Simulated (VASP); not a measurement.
Calculation: PBEsol GGA, VASP's PBE PAW potentials (set 64) (plane waves; VASP 6.6.1).

VASP input:

File KPOINTS:
```
Automatic mesh
0
Gamma
9 9 1
0 0 0
```

### INCAR
```
SYSTEM = Mo(100) slab
PREC = Normal
ENCUT = 400
EDIFF = 1E-5
NELM = 100
ALGO = Normal
LREAL = .FALSE.
LASPH = .TRUE.
ISMEAR = 1
SIGMA = 0.1
GGA = PS
LMAXMIX = 4
LWAVE = .TRUE.
LCHARG = .FALSE.
NELMIN = 4
LDIPOL = .TRUE.
IDIPOL = 3
DIPOL = 0.5 0.5 0.5
IBRION = 2
ISIF = 2
NSW = 50
EDIFFG = -0.03
```

**POSCAR**
```
Mo(100) slab
1
    3.1333041843    -0.0000000000     0.0000000000
    0.0000000000     3.1333041843     0.0000000000
    0.0000000000     0.0000000000    24.3204086687
Mo
6
Direct
  0.5000000000   0.0000000000   0.3389570000
  0.0000000000   0.5000000000   0.4033740000
  0.5000000000   0.0000000000   0.4677910000
  0.0000000000   0.5000000000   0.5322090000
  0.5000000000   0.0000000000   0.5966260000
  0.0000000000   0.5000000000   0.6610430000
```

POTCAR, in this order: Mo_sv (PBE.64 set). Program: vasp_std.

Output of the run:

**OSZICAR**
```
...
DAV:  10    -0.662912009670E+02    0.89746E-01   -0.71719E-01  1990   0.258E+00    0.471E+00
DAV:  11    -0.662374359839E+02    0.53765E-01   -0.49830E-02  1824   0.971E-01    0.404E+00
DAV:  12    -0.660532007548E+02    0.18424E+00   -0.13387E+00  1864   0.485E+00    0.224E+00
DAV:  13    -0.660436998376E+02    0.95009E-02   -0.10120E-01  1950   0.133E+00    0.137E+00
DAV:  14    -0.660348042294E+02    0.88956E-02   -0.22638E-02  1920   0.752E-01    0.586E-01
DAV:  15    -0.660338001160E+02    0.10041E-02   -0.18468E-02  1756   0.604E-01    0.101E-01
DAV:  16    -0.660342959852E+02   -0.49587E-03   -0.13287E-03  1792   0.165E-01    0.372E-02
DAV:  17    -0.660347046649E+02   -0.40868E-03   -0.48450E-04  1872   0.829E-02    0.644E-02
DAV:  18    -0.660347895863E+02   -0.84921E-04   -0.58355E-04  1920   0.134E-01    0.288E-02
DAV:  19    -0.660348477658E+02   -0.58179E-04   -0.13712E-04  1584   0.825E-02    0.114E-02
DAV:  20    -0.660348689607E+02   -0.21195E-04   -0.14071E-05  1200   0.268E-02    0.493E-03
DAV:  21    -0.660348903647E+02   -0.21404E-04   -0.96860E-06  1080   0.140E-02    0.971E-03
DAV:  22    -0.660348981176E+02   -0.77529E-05   -0.35035E-06  1016   0.112E-02
   1 F= -.66034898E+02 E0= -.66034781E+02  d E =-.660349E+02
       N       E                     dE             d eps       ncg     rms          rms(c)
DAV:   1    -0.655752267082E+02    0.45966E+00   -0.17894E+02  1500   0.930E+01    0.378E+00
DAV:   2    -0.663262174572E+02   -0.75099E+00   -0.77391E+00  1680   0.165E+01    0.138E+00
DAV:   3    -0.663321649947E+02   -0.59475E-02   -0.23294E-01  2072   0.309E+00    0.104E+00
DAV:   4    -0.663522482980E+02   -0.20083E-01   -0.24192E-01  1972   0.280E+00    0.966E-01
DAV:   5    -0.663330437727E+02    0.19205E-01   -0.19919E-01  1932   0.275E+00    0.665E-01
DAV:   6    -0.663277503966E+02    0.52934E-02   -0.41067E-02  1870   0.113E+00    0.236E-01
DAV:   7    -0.663275803859E+02    0.17001E-03   -0.29434E-03  1940   0.360E-01    0.549E-02
DAV:   8    -0.663275515601E+02    0.28826E-04   -0.30213E-04  2072   0.114E-01    0.270E-02
DAV:   9    -0.663275725021E+02   -0.20942E-04   -0.34724E-05  1350   0.419E-02    0.105E-02
DAV:  10    -0.663275796269E+02   -0.71248E-05   -0.14051E-05  1184   0.226E-02
   2 F= -.66327580E+02 E0= -.66326705E+02  d E =-.292682E+00
       N       E                     dE             d eps       ncg     rms          rms(c)
DAV:   1    -0.663164157136E+02    0.11157E-01   -0.61562E+00  1500   0.173E+01    0.668E-01
DAV:   2    -0.663349316226E+02   -0.18516E-01   -0.19867E-01  1704   0.270E+00    0.307E-01
DAV:   3    -0.663366463796E+02   -0.17148E-02   -0.15450E-02  2000   0.616E-01    0.287E-01
DAV:   4    -0.663358969381E+02    0.74944E-03   -0.17665E-02  1874   0.773E-01    0.228E-01
DAV:   5    -0.663353991298E+02    0.49781E-03   -0.39488E-03  2004   0.372E-01    0.627E-02
DAV:   6    -0.663353849843E+02    0.14145E-04   -0.67834E-04  1902   0.172E-01    0.406E-02
DAV:   7    -0.663353565644E+02    0.28420E-04   -0.14705E-04  1782   0.942E-02    0.840E-03
DAV:   8    -0.663353589900E+02   -0.24256E-05   -0.96109E-06  1000   0.224E-02
   3 F= -.66335359E+02 E0= -.66334981E+02  d E =-.300461E+00
       N       E                     dE             d eps       ncg     rms          rms(c)
DAV:   1    -0.663170394661E+02    0.18317E-01   -0.15386E+01  1500   0.269E+01    0.814E-01
DAV:   2    -0.663637508123E+02   -0.46711E-01   -0.48903E-01  1682   0.424E+00    0.357E-01
DAV:   3    -0.663694065479E+02   -0.56557E-02   -0.56215E-02  2028   0.135E+00    0.499E-01
DAV:   4    -0.663634968317E+02    0.59097E-02   -0.32242E-02  1936   0.991E-01    0.175E-01
DAV:   5    -0.663640554675E+02   -0.55864E-03   -0.27354E-03  1940   0.313E-01    0.121E-01
DAV:   6    -0.663639382419E+02    0.11723E-03   -0.63137E-04  1926   0.183E-01    0.575E-02
DAV:   7    -0.663639290672E+02    0.91748E-05   -0.15301E-04  1886   0.855E-02    0.248E-02
DAV:   8    -0.663639255136E+02    0.35536E-05   -0.24255E-05  1280   0.264E-02
   4 F= -.66363926E+02 E0= -.66364872E+02  d E =-.285665E-01
       N       E                     dE             d eps       ncg     rms          rms(c)
DAV:   1    -0.663585487182E+02    0.53803E-02   -0.30106E+00  1500   0.119E+01    0.356E-01
DAV:   2    -0.663673898570E+02   -0.88411E-02   -0.92739E-02  1668   0.187E+00    0.167E-01
DAV:   3    -0.663684724853E+02   -0.10826E-02   -0.11024E-02  2028   0.603E-01    0.216E-01
DAV:   4    -0.663673794016E+02    0.10931E-02   -0.65849E-03  1934   0.462E-01    0.843E-02
DAV:   5    -0.663675201758E+02   -0.14077E-03   -0.79510E-04  1922   0.169E-01    0.696E-02
DAV:   6    -0.663674820825E+02    0.38093E-04   -0.22743E-04  1916   0.108E-01    0.267E-02
DAV:   7    -0.663674774052E+02    0.46773E-05   -0.42786E-05  1520   0.445E-02
   5 F= -.66367477E+02 E0= -.66368323E+02  d E =-.321184E-01
       N       E                     dE             d eps       ncg     rms          rms(c)
DAV:   1    -0.663631265039E+02    0.43556E-02   -0.45106E+00  1500   0.147E+01    0.413E-01
DAV:   2    -0.663777594025E+02   -0.14633E-01   -0.14550E-01  1588   0.251E+00    0.349E-01
DAV:   3    -0.663769501038E+02    0.80930E-03   -0.30113E-02  2016   0.114E+00    0.254E-01
DAV:   4    -0.663753759101E+02    0.15742E-02   -0.10256E-02  1966   0.555E-01    0.104E-01
DAV:   5    -0.663753512584E+02    0.24652E-04   -0.94703E-04  1920   0.217E-01    0.297E-02
DAV:   6    -0.663753562681E+02   -0.50097E-05   -0.11194E-04  1860   0.691E-02    0.201E-02
DAV:   7    -0.663753512536E+02    0.50144E-05   -0.29914E-05  1402   0.422E-02
   6 F= -.66375351E+02 E0= -.66376093E+02  d E =-.787385E-02
       N       E                     dE             d eps       ncg     rms          rms(c)
DAV:   1    -0.663385876091E+02    0.36769E-01   -0.15164E+01  1500   0.270E+01    0.778E-01
DAV:   2    -0.663891565423E+02   -0.50569E-01   -0.49946E-01  1576   0.464E+00    0.646E-01
DAV:   3    -0.663866728880E+02    0.24837E-02   -0.10667E-01  2018   0.218E+00    0.484E-01
DAV:   4    -0.663808477510E+02    0.58251E-02   -0.37897E-02  1972   0.104E+00    0.197E-01
DAV:   5    -0.663806831216E+02    0.16463E-03   -0.37169E-03  1944   0.417E-01    0.749E-02
DAV:   6    -0.663806531181E+02    0.30003E-04   -0.32782E-04  1940   0.121E-01    0.423E-02
DAV:   7    -0.663806497837E+02    0.33344E-05   -0.66801E-05  1634   0.579E-02
   7 F= -.66380650E+02 E0= -.66381260E+02  d E =-.131724E-01
       N       E                     dE             d eps       ncg     rms          rms(c)
DAV:   1    -0.663766829057E+02    0.39702E-02   -0.14410E+00  1500   0.812E+00    0.280E-01
DAV:   2    -0.663808587568E+02   -0.41759E-02   -0.43885E-02  1548   0.122E+00    0.156E-01
DAV:   3    -0.663812822342E+02   -0.42348E-03   -0.40041E-03  2002   0.367E-01    0.150E-01
DAV:   4    -0.663810459536E+02    0.23628E-03   -0.39885E-03  1928   0.345E-01    0.975E-02
DAV:   5    -0.663809767468E+02    0.69207E-04   -0.69472E-04  1940   0.166E-01    0.257E-02
DAV:   6    -0.663809739450E+02    0.28017E-05   -0.11776E-04  1586   0.713E-02    0.163E-02
DAV:   7    -0.663809702149E+02    0.37301E-05   -0.28496E-05  1414   0.409E-02
   8 F= -.66380970E+02 E0= -.66381820E+02  d E =-.320431E-03
       N       E                     dE             d eps       ncg     rms          rms(c)
DAV:   1    -0.663805651370E+02    0.40881E-03   -0.22973E-01  1508   0.324E+00    0.110E-01
DAV:   2    -0.663812149139E+02   -0.64978E-03   -0.69736E-03  1556   0.484E-01    0.613E-02
DAV:   3    -0.663812420317E+02   -0.27118E-04   -0.29300E-04  2044   0.871E-02    0.436E-02
DAV:   4    -0.663813148408E+02   -0.72809E-04   -0.57382E-04  1552   0.132E-01    0.521E-02
DAV:   5    -0.663812470921E+02    0.67749E-04   -0.31630E-04  1586   0.105E-01    0.899E-03
DAV:   6    -0.663812477434E+02   -0.65129E-06   -0.22174E-05  1354   0.286E-02
   9 F= -.66381248E+02 E0= -.66382012E+02  d E =-.597960E-03
```

**OUTCAR**
```
------------------------ aborting loop because EDIFF is reached ----------------------------------------
  FORCE on cell =-STRESS in cart. coord.  units (eV):
  Direction    XX          YY          ZZ          XY          YZ          ZX
  --------------------------------------------------------------------------------------
  Total       -4.2834339     -4.2834339     -0.5018723      0.0000000      0.0000000      0.0000000
  in kB      -28.7426406    -28.7426406     -3.3676567      0.0000000      0.0000000      0.0000000
  external PRESSURE =     -20.2843126 kB  Pullay stress =       0.0000000 kB
  volume of cell :      238.77
      direct lattice vectors                 reciprocal lattice vectors
     3.133304184  0.000000000  0.000000000     0.319151905  0.000000000  0.000000000
     0.000000000  3.133304184  0.000000000     0.000000000  0.319151905  0.000000000
     0.000000000  0.000000000 24.320408669     0.000000000  0.000000000  0.041117730
 POSITION                                       TOTAL-FORCE (eV/Angst)
 -----------------------------------------------------------------------------------
      1.56665      0.00000      8.40341         0.000000      0.000000     -0.001893
      0.00000      1.56665      9.76898        -0.000000      0.000000     -0.012479
      1.56665      0.00000     11.41187        -0.000000      0.000000      0.025977
      0.00000      1.56665     12.90854         0.000000      0.000000     -0.025977
      1.56665      0.00000     14.55143         0.000000      0.000000      0.012479
      0.00000      1.56665     15.91700        -0.000000      0.000000      0.001893
 -----------------------------------------------------------------------------------
    total drift:                                0.000000      0.000000     -0.000000
  FREE ENERGIE OF THE ION-ELECTRON SYSTEM (eV)
  ---------------------------------------------------
  free  energy   TOTEN  =       -66.3812477434 eV

  energy  without entropy=      -66.3835408917  energy(sigma->0) =      -66.38201213

 reached required accuracy - stopping structural energy minimisation
```
(Selected blocks of OUTCAR.)

### CONTCAR
```
Mo(100) slab
   1.00000000000000
     3.1333041843000000    0.0000000000000000    0.0000000000000000
     0.0000000000000000    3.1333041843000000    0.0000000000000000
     0.0000000000000000    0.0000000000000000   24.3204086687000007
  Mo
     6
Direct
     0.5000000000000000    0.0000000000000000    0.3455292769461613
     0.0000000000000000    0.5000000000000000    0.4016783429265927
     0.5000000000000000    0.0000000000000000    0.4692302737137286
     0.0000000000000000    0.5000000000000000    0.5307697262862715
     0.5000000000000000    0.0000000000000000    0.5983216570734070
     0.0000000000000000    0.5000000000000000    0.6544707230538386
```

The cell is a thin slab with vacuum, built from Mo (bcc): (100) face.
